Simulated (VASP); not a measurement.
Data:

```
CELL_PARAMETERS angstrom
      0.00000     1.98298     1.98298
      1.98298     0.00000     1.98298
      1.98298     1.98298     0.00000
ATOMIC_POSITIONS crystal
  Pt 0.00000 0.00000 0.00000
```

Method: PBE GGA, VASP's PBE PAW potentials (set 64) (plane waves; VASP). Numerical set-up: 400 eV cut-off, Gaussian smearing of 0.050 eV, potentials Pt.

### Question
Give the energies of bands 1 to 6 at the high-symmetry points, in eV from the Fermi level.

### Answer

```csv
band,Γ,X,U,L,W
1,-9.82,-6.69,-5.92,-6.96,-5.34
2,-3.56,-6.25,-5.16,-3.62,-4.29
3,-3.56,0.02,-2.67,-3.62,-4.29
4,-3.56,0.48,-1.22,-0.31,-1.86
5,-1.52,0.48,-0.14,0.06,0.48
6,-1.52,1.87,5.64,0.06,6.91
```

It has no gap at this level: it comes out as a metal or semimetal.

The compound is Pt in the fcc structure. It was relaxed first.
